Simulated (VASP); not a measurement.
Computed with optB88-vdW, VASP's PBE PAW potentials (set 64) (plane waves; VASP).

The input files of a VASP run:

### INCAR
```
AGGAC=0.0
ALGO=Normal
EDIFF=1E-7
ENCUT=520
GGA=BO
ISIF=2
ISMEAR=1
LASPH=.TRUE.
LCHARG=.FALSE.
LMAXMIX=4
LREAL=.FALSE.
LUSE_VDW=.TRUE.
LWAVE=.FALSE.
NELM=100
PARAM1=0.1833333333
PARAM2=0.22
PREC=Accurate
SIGMA=0.1
SYSTEM=Nb
```

**KPOINTS**
```
Automatic
0
G
  15 15 15
0 0 0
```

File POSCAR:
```
Nb
1
   -1.6519438624     1.6519438624     1.6519438624
    1.6519438624    -1.6519438624     1.6519438624
    1.6519438624     1.6519438624    -1.6519438624
Nb
1
Direct
  0.0000000000   0.0000000000   0.0000000000
```

POTCAR, in this order: Nb_sv (PBE.64 set). Program: vasp_std.

What VASP printed:

**OSZICAR**
```
       N       E                     dE             d eps       ncg     rms          rms(c)
DAV:   1     0.119499650049E+03    0.11950E+03   -0.75252E+03  2424   0.130E+03
DAV:   2    -0.203575567954E+01   -0.12154E+03   -0.11858E+03  2572   0.445E+02
DAV:   3    -0.731607088054E+01   -0.52803E+01   -0.50498E+01  3602   0.795E+01
DAV:   4    -0.757454100895E+01   -0.25847E+00   -0.25682E+00  3282   0.157E+01
DAV:   5    -0.758707921505E+01   -0.12538E-01   -0.12527E-01  3720   0.271E+00    0.693E+00
DAV:   6    -0.725904797191E+01    0.32803E+00   -0.65991E-01  3702   0.107E+01    0.253E+00
DAV:   7    -0.722547007125E+01    0.33578E-01   -0.19145E-01  3758   0.567E+00    0.912E-01
DAV:   8    -0.723069251830E+01   -0.52224E-02   -0.11946E-02  2714   0.165E+00    0.469E-02
DAV:   9    -0.723075249457E+01   -0.59976E-04   -0.81749E-04  4264   0.296E-01    0.448E-02
DAV:  10    -0.723077453756E+01   -0.22043E-04   -0.29478E-05  2998   0.814E-02    0.158E-02
DAV:  11    -0.723076853792E+01    0.59996E-05   -0.62179E-06  2722   0.435E-02    0.290E-03
DAV:  12    -0.723076851832E+01    0.19606E-07   -0.15559E-07  2190   0.559E-03
   1 F= -.72307685E+01 E0= -.72306648E+01  d E =-.311176E-03
```

### OUTCAR
```
------------------------ aborting loop because EDIFF is reached ----------------------------------------
  FORCE on cell =-STRESS in cart. coord.  units (eV):
  Direction    XX          YY          ZZ          XY          YZ          ZX
  --------------------------------------------------------------------------------------
  Total        0.0320819      0.0320819      0.0320819      0.0000000      0.0000000     -0.0000000
  in kB        2.8505246      2.8505246      2.8505246      0.0000000      0.0000000     -0.0000000
  external PRESSURE =       2.8505246 kB  Pullay stress =       0.0000000 kB
  volume of cell :       18.03
      direct lattice vectors                 reciprocal lattice vectors
    -1.651943862  1.651943862  1.651943862     0.000000000  0.302673724  0.302673724
     1.651943862 -1.651943862  1.651943862     0.302673724  0.000000000  0.302673724
     1.651943862  1.651943862 -1.651943862     0.302673724  0.302673724  0.000000000
 POSITION                                       TOTAL-FORCE (eV/Angst)
 -----------------------------------------------------------------------------------
      0.00000      0.00000      0.00000         0.000000     -0.000000      0.000000
 -----------------------------------------------------------------------------------
    total drift:                               -0.000000      0.000000      0.000000
  FREE ENERGIE OF THE ION-ELECTRON SYSTEM (eV)
  ---------------------------------------------------
  free  energy   TOTEN  =        -7.2307685183 eV

  energy  without entropy=       -7.2304573426  energy(sigma->0) =       -7.23066479
```
(Selected blocks of OUTCAR.)

The compound is Nb in the bcc structure. It was relaxed first.
